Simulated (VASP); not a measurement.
MoS2:

```
CELL_PARAMETERS angstrom
3.16100 0.00000 0.00000
-1.58050 2.73751 0.00000
0.00000 0.00000 15.98350
ATOMIC_POSITIONS crystal
Mo 0.33333 0.66667 0.25000
Mo 0.66667 0.33333 0.75000
S 0.66667 0.33333 0.34791
S 0.66667 0.33333 0.15209
S 0.33333 0.66667 0.84791
S 0.33333 0.66667 0.65209
```

The cell was built by a generator and needn't be a form met in nature.

Base run:

| Quantity | Value |
| --- | --- |
| Program | VASP 6.6.1 |
| Functional | rev-vdW-DF2 |
| Potentials or basis | VASP PAW PBE potentials, release 64 (Mo_sv, S) |
| Cutoff | 520 eV |
| k mesh | 8 × 8 × 2 |
| Occupations | fermi-dirac, width 0.05 eV |
| Spin | no spin polarisation |

Its results: band gap on the k mesh 1.86 eV, indirect (least direct gap 2.05 eV); pressure 0.3 GPa; largest force 0.137 eV/Å.

Question: The run is repeated on the same cell with these changes: functional from rev-vdW-DF2 to PBE; dispersion from none to TS. What comes out?

Answer: Band gap on the k mesh 1.87 eV, indirect (least direct gap 2.05 eV); pressure -0.3 GPa; largest force 0.084 eV/Å.

Several settings changed at once, so the effect can't be laid on one alone.

Caveats: the PAW data sets were made with another functional, which shifts forces and pressure a little (some runs).

A k mesh can miss the band edges.

Not every run made on this cell is shown here.
